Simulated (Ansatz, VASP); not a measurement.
## BaY2 in two plane-wave programs

Wanted: the spread between two codes on one cell, functional and k mesh. The cell is generated by rule, not measured, and may not be a known phase. The cell is taken from a series of VASP runs on this material, whose earlier steps may have relaxed, scaled or displaced it; both programs get it as it stands.

Method: plane waves, with VASP 6.6.1 beside it; single point at PBE, in Ansatz 0.2.0.

### 1. The starting structure

Symmetry: P4/mmm, No. 123, tetragonal system. Conventional cell: a = 5.796 Å, b = 5.796 Å, c = 4.020 Å, α = 90.00°, β = 90.00°, γ = 90.00°. Nearest to Ba lie 8 Y at 3.53 Å. Nearest to Y lie 4 Ba at 3.53 Å. Farther neighbours are not listed.

As a file:

```
Ba Y
1.0
     5.79640    0.00000    0.00000
     0.00000    5.79640    0.00000
     0.00000    0.00000    4.02013
Ba Y
1 2
Direct
  0.50000 0.50000 0.00000
  0.50000 0.00000 0.50000
  0.00000 0.50000 0.50000
```

### 2. Ansatz: single point, PBE

Ansatz runs on its default PAW (the set named soft_2) files.

A single point gives forces, pressure and levels at one fixed geometry, so differences don't come from the geometry; what else differs is listed under the comparison.

Contents of input.yaml:

```yaml
crystal:
  lattice:
    - [5.79639628, 0.0, 0.0]
    - [0.0, 5.79639628, 0.0]
    - [0.0, 0.0, 4.02013051]
  atoms:
    - { symbol: Ba, position: [0.5, 0.5, 0.0] }
    - { symbol: "Y", position: [0.5, 0.0, 0.5] }
    - { symbol: "Y", position: [0.0, 0.5, 0.5] }
hamiltonian:
  xc: pbe
  pseudopotentials: { kind: paw }
kpoints:
  mp_grid: { grid: [4, 4, 5] }
scf:
  occupations: { method: fermi_dirac, width: 0.05 }
  n_extra_bands: 4
output:
  forces: true
  stress: true
  eigenvalues: true
```

On the command line:

```bash
$ ansatz run input.yaml --threads 2 --pin off --max-ram 4608MiB --backend cpu --events-out ev --progress --plain --runs-dir out
```

Numbers of over 12 decimals in the logs are rounded to 6 here.

Log:

```text
scf.n_extra_bands = 4 over 16 filled bands (N_el = 32.0): the run solves 20 bands
Engine: ansatz 0.2.0, aarch64-unknown-linux-gnu
Pseudopotentials: kind: paw
Pseudopotential: Ba, paw, valence charge 10, recommended cutoff 420 eV (normal), Ba.paw.azcp
Pseudopotential: Y, paw, valence charge 11, recommended cutoff 420 eV (normal), Y.paw.azcp
Functional definition: PBE
  parameter kappa = 0.804
  parameter beta = 0.066725
  exchange = pbe_x(kappa = kappa, mu = beta*pi^2/3)
  correlation = pbe_c(beta = beta)
Crystal: 3 atoms, lattice volume = 135.069 Å³
Basis set: ecut = 420 eV, 2681 PW (Γ), exchange–correlation on 80×80×54 points (8 copies of the dense FFT grid, shifted against one another)
Bands: 20, of which v1, the nominal top of the filled ones, is band 16 counted from 1 (15 counted from 0)
Symmetry: 16 space group operations
Space group: P4/mmm (ITA 123), of the structure as read, at distance tolerance 5.1e-5 Å
k-points: 18 of 80
Non-local potential: Ba, projectors of the file, l = 0: 3, l = 1: 2, l = 2: 2, l = 3: 2
Non-local potential: Y, projectors of the file, l = 0: 3, l = 1: 2, l = 2: 2, l = 3: 1
PAW form: soft (Blöchl's): semilocal exchange-correlation on the pseudo side does not see the compensation charge
PAW one-centre angular grid: Ba, 194 points (default); XC on 64 Gauss nodes
PAW one-centre angular grid: Y, 590 points (default); XC on 64 Gauss nodes
Initial density: superposition of atomic densities (neutral atoms: chi_scale 0, normalization atom), corrected by the library's trained network
Initial wavefunctions: pseudopotential atomic-orbital guess
Functional: x = pbe(κ = 0.804, μ = 0.219515), c = pbe(β = 0.066725)
SCF iter   1: F=—  HF=-13644.246215 eV  |F-HF|=—  |Δ(HF+E_count)|=         —  Δρ=3.39e-3  dr2=2.67e-2  ethr=1.77e-3  ⟨swp⟩=6.2  Hψ=1961  notcnv=0
preconditioner: auto → Kerker (q_TF=auto, 2.146 Å⁻¹)  [metal: Δε(μ)=0.005 eV  Ē_g=1.653 eV  σ=0.050 eV  W_gap=0.03  n_scr=18 (ndim 8)  ℏωp=9.0 eV  f_vac=0.000  D(μ)=4.72/eV (n_scr^D=38)]
SCF iter   2: F=—  HF=-13644.244477 eV  |F-HF|=—  |Δ(HF+E_count)|=   1.74e-3  Δρ=2.07e-3  dr2=1.18e-2  ethr=8.33e-5  ⟨swp⟩=1.5  Hψ=542  notcnv=0
SCF iter   3: F=—  HF=-13644.243908 eV  |F-HF|=—  |Δ(HF+E_count)|=   5.68e-4  Δρ=3.71e-4  dr2=3.68e-4  ethr=3.68e-5  ⟨swp⟩=2.1  Hψ=427  notcnv=0
SCF iter   4: F=—  HF=-13644.243941 eV  |F-HF|=—  |Δ(HF+E_count)|=   3.28e-5  Δρ=1.35e-4  dr2=9.20e-5  ethr=1.15e-6  ⟨swp⟩=2.1  Hψ=499  notcnv=0
SCF iter   5: F=—  HF=-13644.243920 eV  |F-HF|=—  |Δ(HF+E_count)|=   2.11e-5  Δρ=4.56e-5  dr2=6.12e-6  ethr=2.87e-7  ⟨swp⟩=1.9  Hψ=436  notcnv=0
SCF iter   6: F=—  HF=-13644.243921 eV  |F-HF|=—  |Δ(HF+E_count)|=   1.28e-6  Δρ=1.10e-5  dr2=2.60e-7  ethr=1.91e-8  ⟨swp⟩=2.0  Hψ=541  notcnv=0
SCF iter   7: F=-13644.243922 eV  HF=-13644.243922 eV  |F-HF|=1.35e-8  |Δ(HF+E_count)|=   2.01e-7  Δρ=2.62e-6  dr2=1.59e-8  ethr=3.13e-10  ⟨swp⟩=6.1  Hψ=1720  notcnv=0
SCF 1 converged in 7 iterations: F = -13644.243922 eV  dr2 = 1.59e-8
  greatest PAW one-centre occupation: 0.994 electrons in one spin orbital (limit 2), on the Y atom at site 2 (counted from 0), in its partial waves of l = 0
SCF converged after 7 iterations
Free energy (F): -13644.243922 eV
Harris-Foulkes:  -13644.243922 eV  (|F-HF|=1.35e-8)
Internal energy: -13644.203263 eV  (E = F + TS)
E sigma→0 (E₀):  -13644.223592 eV
Entropy (-TS):   -0.040659 eV (-13.553 meV/atom)
Fermi energy:    6.946594 eV
--- Per-component energies (eV) ---
  E_band       = -376.742712
  E_kinetic    = 774.300586
  E_local      = -1929.373303  (includes V_loc(G=0)·N_el)
  E_nonlocal   = 158.838924
  E_hartree    = 645.631892
  E_xc         = -511.140066
  E_vxc        = -529.232494  (∫ρ·V_xc dr)
  E_paw        = -10876.884732  (= ΣΔE_a)
  E_vpaw       = -142.539499  (= ΣTr[D̂ρ^β])
  E_aug_tail   = 0.000004  (compensation charges beyond the density's cutoff)
  E_ewald      = -1905.576568
  E_smearing   = -0.040659  (= −TS)
  E_closure    = 0.000000  (closes the sum)
  Σ components = -13644.243922   (vs F -13644.243922, Δ=0.00e0)
--- Forces (eV/Å), atoms counted from 1 ---
  atom   1  Ba     0.00000000    -0.00000000     0.00000000
  atom   2  Y     -0.00000000     0.00000000     0.00000000
  atom   3  Y      0.00000000     0.00000000     0.00000000
  max |Σ_I F_I| component: 3.16e-30 eV/Å
--- Stress (GPa, compression-positive) ---
       -0.377459       0.000000       0.000000
        0.000000      -0.377459       0.000000
        0.000000       0.000000      -0.277184
  P = ⅓ Tr σ = -0.3440 GPa (-3.440 kbar)
--- Band table (eV; the first three rows and the last of 18) ---
  k-point 0: bands = [... 12 lower, 3.4645, 5.4532, 5.4859, 6.1322, 6.9155, 7.6965, 7.6965, 8.8406]
  k-point 1: bands = [... 12 lower, 4.0293, 6.0871, 6.1091, 6.3679, 7.1112, 7.5434, 7.5434, 8.2742]
  k-point 2: bands = [... 12 lower, 5.3303, 6.6683, 6.8930, 7.4421, 7.4421, 7.5342, 7.5828, 7.6836]
  k-point 17: bands = [... 12 lower, 5.3959, 5.3959, 5.9506, 6.4840, 7.1017, 8.2024, 8.2024, 8.5243]
```

It took 1.4 s on 2 threads of Arm Neoverse V2, shared host; peak memory 0.38 GiB.

The run ends at a pressure of -0.34 GPa.

### 3. VASP: single point, PBE

The same cell, functional, mesh and smearing now go to VASP, with its own data sets and cutoff.

Lines of VASP's logs that name or quote its potential files are left out, and so is its time.

Contents of INCAR:

```
SYSTEM = BaY2
PREC = Accurate
ENCUT = 400
EDIFF = 1E-06
NELM = 100
ISMEAR = -1
SIGMA = 0.05
LREAL = .FALSE.
ALGO = Normal
GGA = PE
NBANDS = 22
LORBIT = 11
LWAVE = .FALSE.
LCHARG = .TRUE.
ISIF = 2
LELF = .TRUE.
LVHAR = .TRUE.
```

Contents of POSCAR:

```
BaY2
1.0
    5.7963962800      0.0000000000      0.0000000000
    0.0000000000      5.7963962800      0.0000000000
    0.0000000000      0.0000000000      4.0201305100
Ba Y
1 2
Direct
    0.5000000000      0.5000000000      0.0000000000
    0.5000000000      0.0000000000      0.5000000000
    0.0000000000      0.5000000000      0.5000000000
```

Contents of KPOINTS:

```
Automatic mesh
0
Gamma
4 4 5
0 0 0
```

The projector-augmented-wave data sets are Ba_sv and Y_sv (PBE family, release 64).

On the command line:

```bash
$ mpirun -np 1 vasp_std
```

Log:

```text
[banner, memory and clock lines left out]
running    1 mpi-ranks, on    1 nodes
 distrk:  each k-point on    1 cores,    1 groups
 distr:  one band on    1 cores,    1 groups

 POSCAR found type information on POSCAR BaY
 POSCAR found :  2 types and       3 ions
 LDA part: xc-table for (Slater+PW92), standard interpolation
 POSCAR, INCAR and KPOINTS ok, starting setup
 FFT: planning ... GRIDC
 FFT: planning ... GRID_SOFT
 FFT: planning ... GRID
 WAVECAR not read
 entering main loop
       N       E                     dE             d eps       ncg     rms          rms(c)
DAV:   1     0.180824258519E+03    0.18082E+03   -0.13221E+04   808   0.107E+03
DAV:   2     0.148141943493E+01   -0.17934E+03   -0.17308E+03  1050   0.270E+02
DAV:   3    -0.133398070047E+02   -0.14821E+02   -0.14112E+02  1354   0.569E+01
DAV:   4    -0.143535722474E+02   -0.10138E+01   -0.10070E+01  1230   0.123E+01
DAV:   5    -0.143774605312E+02   -0.23888E-01   -0.23875E-01  1152   0.202E+00    0.208E+01
DAV:   6    -0.121477299320E+02    0.22297E+01   -0.67763E+00  1004   0.828E+00    0.137E+01
DAV:   7    -0.120964882672E+02    0.51242E-01   -0.12325E+00  1242   0.418E+00    0.624E+00
DAV:   8    -0.121075941539E+02   -0.11106E-01   -0.19305E-01  1202   0.199E+00    0.616E-01
DAV:   9    -0.121063594698E+02    0.12347E-02   -0.13411E-02  1060   0.496E-01    0.322E-01
DAV:  10    -0.121063645890E+02   -0.51193E-05   -0.29228E-03  1038   0.352E-01    0.721E-02
DAV:  11    -0.121063540195E+02    0.10570E-04   -0.22564E-04  1258   0.783E-02    0.289E-02
DAV:  12    -0.121063505613E+02    0.34582E-05   -0.31967E-05  1128   0.292E-02    0.901E-03
DAV:  13    -0.121063528071E+02   -0.22459E-05   -0.41103E-06   938   0.108E-02    0.432E-03
DAV:  14    -0.121063527768E+02    0.30399E-07   -0.22232E-07   636   0.311E-03
   1 F= -.12106353E+02 E0= -.12086004E+02  d E =-.406976E-01
```

From OUTCAR (step 3):

```text
ion  position               nearest neighbor table
   1  0.500  0.500  0.000-   2 3.53   3 3.53   2 3.53   3 3.53   2 3.53   2 3.53   3 3.53   3 3.53

  LATTYP: Found a simple tetragonal cell.
 ALAT       =     5.7963962800
 C/A-ratio  =     0.6935568784

 Subroutine GETGRP returns: Found 16 space group operations
 (whereof 16 operations were pure point group operations)

The static configuration has the point symmetry D_4h.

 Found     18 irreducible k-points:

   k-points           NKPTS =     18   k-points in BZ     NKDIM =     18   number of bands    NBANDS=     22

   dimension x,y,z NGX =    40 NGY =   40 NGZ =   28
   dimension x,y,z NGXF=    80 NGYF=   80 NGZF=   56

   ENCUT  =  400.0 eV  29.40 Ry    5.42 a.u.   9.45  9.45  6.56*2*pi/ulx,y,z

   NELECT =      32.0000    total number of electrons

 k-points in reciprocal lattice and weights: Automatic mesh
   0.00000000  0.00000000  0.00000000       0.013
   0.25000000  0.00000000  0.00000000       0.050
   0.50000000  0.00000000  0.00000000       0.025
   0.25000000  0.25000000  0.00000000       0.050
   0.50000000  0.25000000  0.00000000       0.050
   0.50000000  0.50000000  0.00000000       0.013
   0.00000000  0.00000000  0.20000000       0.025
   0.25000000  0.00000000  0.20000000       0.100
   0.50000000  0.00000000  0.20000000       0.050
[...]
0.50000000  0.25000000  0.40000000       0.100
   0.50000000  0.50000000  0.40000000       0.025

 average (electrostatic) potential at core
       1 -37.9186       2 -39.8823       3 -39.8823

 E-fermi :   1.9267

 k-point     1 :       0.0000    0.0000    0.0000
  band No.  band energies     occupation
    ...
     13      -1.5985      2.00000
     14       0.4102      2.00000
     15       0.4317      2.00000
     16       1.0917      2.00000
     17       1.8756      1.47082
     18       2.6510      0.00000
     19       2.6510      0.00000
     20       3.8391      0.00000
     21       3.8391      0.00000
     22       4.0070      0.00000

 k-point     2 :       0.2500    0.0000    0.0000
  band No.  band energies     occupation
    ...
     13      -1.2087      2.00000
     14       0.4745      2.00000
     15       0.6212      2.00000
     16       1.2527      2.00000
     17       1.9022      1.24011
     18       2.7155      0.00000
     19       3.0592      0.00000
     20       3.1895      0.00000
     21       3.2803      0.00000
     22       3.6753      0.00000

 k-point     3 :       0.5000    0.0000    0.0000
  band No.  band energies     occupation
    ...
     12     -10.8232      2.00000
     13      -0.5659      2.00000
     14       0.1626      2.00000
     15       0.8920      2.00000
     16       1.4945      1.99965
     17       2.0534      0.14694
     18       2.6442      0.00000
     19       2.7887      0.00000
     20       3.0112      0.00000
     21       3.3013      0.00000
    ...

  Total       -0.2108678     -0.2108678     -0.0730222      0.0000000     -0.0000000      0.0000000
  in kB       -2.5012935     -2.5012935     -0.8661817      0.0000000     -0.0000000      0.0000000
  external PRESSURE =      -1.9562563 kB  Pullay stress =       0.0000000 kB

  energy-cutoff  :      400.00
  volume of cell :      135.07
      direct lattice vectors                 reciprocal lattice vectors
     5.796396280  0.000000000  0.000000000     0.172520986  0.000000000  0.000000000
     0.000000000  5.796396280  0.000000000     0.000000000  0.172520986  0.000000000
     0.000000000  0.000000000  4.020130510     0.000000000  0.000000000  0.248748143

 POSITION                                       TOTAL-FORCE (eV/Angst)
 -----------------------------------------------------------------------------------
      2.89820      2.89820      0.00000         0.000000      0.000000      0.000000
      2.89820      0.00000      2.01007         0.000000      0.000000      0.000000
      0.00000      2.89820      2.01007         0.000000      0.000000      0.000000
 -----------------------------------------------------------------------------------
    total drift:                                0.000000      0.000000     -0.000000

  FREE ENERGIE OF THE ION-ELECTRON SYSTEM (eV)
  ---------------------------------------------------
  free  energy   TOTEN  =       -12.1063527768 eV

  energy  without entropy=      -12.0656551499  energy(sigma->0) =      -12.08600396

 total charge
# of ion       s       p       d       f       tot
--------------------------------------------------
    1        2.082   5.469   0.626   0.000   8.177
    2        2.296   6.089   0.831   0.005   9.221
    3        2.296   6.089   0.831   0.005   9.221
--------------------------------------------------
tot          6.674  17.647   2.288   0.009  26.618

[... 3 further parts left out ...]
```

The run ends at a pressure of -0.20 GPa.

### 4. Side by side

Known differences besides the potentials themselves: the cutoff is 420 eV in Ansatz and 400 eV in VASP; VASP leaves aspherical gradient terms in its spheres out (LASPH is not set), Ansatz keeps them. Total energies have different zeros and are not compared.

The two programs side by side:

| quantity | Ansatz | VASP | difference |
| --- | --- | --- | --- |
| pressure (GPa) | -0.34 | -0.20 | -0.15 |

### 5. Results

* difference in pressure (single point, PBE): -0.15 GPa

In words: The difference in pressure is -0.15 GPa (single point, PBE), within the 1 GPa picked in this series as the mark of a large difference. Such differences can come from data sets, numerical settings and the points named under the comparisons, not from the functional's error against experiment.

[Lines on the potential files, build, host, timing and source positions are cut from VASP's logs without a mark.]

[Logs are printed without paths, hosts, clocks, repeated set-up lines and the standing remarks that a program may print on its own settings, such as how far it seeks lower states.]

[Hosts, paths, dates, database ids (printed as entryN), source tags and the programs' standing remarks are cut or masked in the printed files.]
